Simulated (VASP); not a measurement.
An input for Ansatz (written as the equivalent of a VASP run, and not itself run):

Ansatz 0.2 input:
```yaml
crystal:
  lattice:
    - [0.0000000, 3.1154055, 3.1154055]
    - [3.1154055, 0.0000000, 3.1154055]
    - [3.1154055, 3.1154055, 0.0000000]
  atoms:
    - { symbol: Ge, position: [1.0000000, 1.0000000, 1.0000000] }
    - { symbol: Se, position: [0.2500000, 0.2500000, 0.2500000] }
kpoints:
  mp_grid: { grid: [9, 9, 9] }
hamiltonian:
  xc: pbesol
  pseudopotentials: { kind: paw }
scf:
  occupations: { method: methfessel_paxton, width: 0.1 }
  max_iter: 100
relax:
  max_steps: 60
  f_tol: 0.01
  cell: {}
output: { forces: true, stress: true, eigenvalues: true }
```

Task: Translate this input to VASP (INCAR, KPOINTS, POSCAR, choice of POTCAR).

Result: This is not unique; one that fits is 
POSCAR:
```
GeSe
1
    0.0000000000     3.1154054921     3.1154054921
    3.1154054921     0.0000000000     3.1154054921
    3.1154054921     3.1154054921    -0.0000000000
Ge Se
1 1
Direct
  1.0000000000   1.0000000000   1.0000000000
  0.2500000000   0.2500000000   0.2500000000
```

INCAR:
```
LWAVE  =  .False.
ALGO  =  Normal
LMAXMIX  =  4   # l cut-off of mixed one-centre charges
SYSTEM  =  GeSe
LASPH  =  .True.   # aspherical one-centre terms
EDIFFG  =  -0.01
SIGMA  =  0.1   # width (eV)
IBRION  =  2
GGA  =  PS
ISIF  =  3
ENCUT  =  400
LCHARG  =  .False.
NSW  =  60
ISMEAR  =  1
NELM  =  100
LREAL  =  .False.
PREC  =  Accurate
EDIFF  =  1E-6   # SCF stop (eV)
```

### KPOINTS
```
Automatic mesh
0
Gamma
9 9 9
0 0 0
```

POTCAR, in this order: Ge_d Se (PBE.64 set). Program: vasp_std.

What does not carry over: each code has its own PAW files, so the cut-off isn't converted (ENCUT is set for VASP's; basis.ecutwfc is left out, and Ansatz then takes the one that its files recommend); Ansatz stops its SCF on the density residual and VASP on the energy change (EDIFF).

The structure was generated: GeSe was put into the zinc blende type (F-43m), which need not be its known phase. This run relaxes it. Symmetry was kept, so distortions that lower it aren't found. The start is the result of an earlier pass.
